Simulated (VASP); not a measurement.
BiRu:

```
CELL_PARAMETERS angstrom
0.00000 2.84181 2.84181
2.84181 0.00000 2.84181
2.84181 2.84181 0.00000
ATOMIC_POSITIONS crystal
Ru 0.00000 0.00000 0.00000
Bi 0.50000 0.50000 0.50000
```

The cell comes from a database or a generator and needn't be the stable form of this composition.

The cell isn't the ideal one: cell and atoms relaxed from a first guess.

* Program: VASP 6.6.1
* Task: relaxation of cell and atoms
* Functional: PBE
* Potentials or basis: VASP PAW PBE potentials, release 64 (Ru_pv, Bi_d)
* Cutoff: 600 eV
* k mesh: 10 × 10 × 10
* Occupations: fermi-dirac, width 0.05 eV
* Spin: no spin polarisation

At the start: pressure -6.6 GPa; volume 22.95 Å³/atom.

Q: How do energy, volume and symmetry change on relaxing?

A: Over 5 steps the energy falls by 35.0 meV/atom and the volume is 21.39 Å³/atom (-6.8 %); space group Fm-3m (No. 225, to 0.05 Å).

Step by step:
```
step  energy change (eV)  largest force (eV/Å)  pressure (GPa)  volume (Å³)
   1              0.0000                0.0000           -6.63        45.90
   2              0.0099                0.0000            9.52        39.87
   3             -0.0700                0.0000           -0.07        42.80
   4             -0.0700                0.0000            0.05        42.74
   5             -0.0700                0.0000           -0.01        42.78
```

Final structure:
```cif
data_structure
_symmetry_space_group_name_H-M 'P 1'
_symmetry_Int_Tables_number 1
_cell_length_a 3.9258
_cell_length_b 3.9258
_cell_length_c 3.9258
_cell_angle_alpha 60.000
_cell_angle_beta 60.000
_cell_angle_gamma 60.000
_cell_volume 42.78
loop_
_atom_site_label
_atom_site_type_symbol
_atom_site_fract_x
_atom_site_fract_y
_atom_site_fract_z
_atom_site_occupancy
Ru1 Ru 0.00000 0.00000 0.00000 1
Bi1 Bi 0.50000 0.50000 0.50000 1
```
